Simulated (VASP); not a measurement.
```yaml
crystal:
  lattice:
    - [3.78223, 0.00000, 0.00000]
    - [0.00000, 3.78223, 0.00000]
    - [0.00000, 0.00000, 5.34109]
  atoms:
    - { symbol: Mg, position: [0.50000, 0.50000, 0.50000] }
    - { symbol: Cd, position: [0.00000, 0.00000, 0.00000] }
    - { symbol: S, position: [0.00000, 0.00000, 0.50000] }
    - { symbol: S, position: [0.50000, 0.50000, 0.00000] }
```

All values below come from r2SCAN meta-GGA, VASP's PBE PAW potentials (set 64) (plane waves; VASP). Run with 400 eV cut-off, 7×7×5 Γ-centred mesh, tetrahedra with Blöchl corrections, potentials Mg Cd S.

Question: Estimate the energy per atom (σ→0), band gap (over mesh and band path) with the smallest direct gap where there is one.

Answer: 
The band gap (over mesh and band path) comes out as 0.70 eV, the smallest direct gap (over mesh and band path) is 2.00 eV and the energy per atom (σ→0) comes out as -11.226 eV/atom.

Total energies compare only between runs with the same potentials, cut-off and functional.

The structure comes from a computed database's MgCdS2 entry (P4/mmm); how it stands against other phases isn't given here. It was relaxed first.
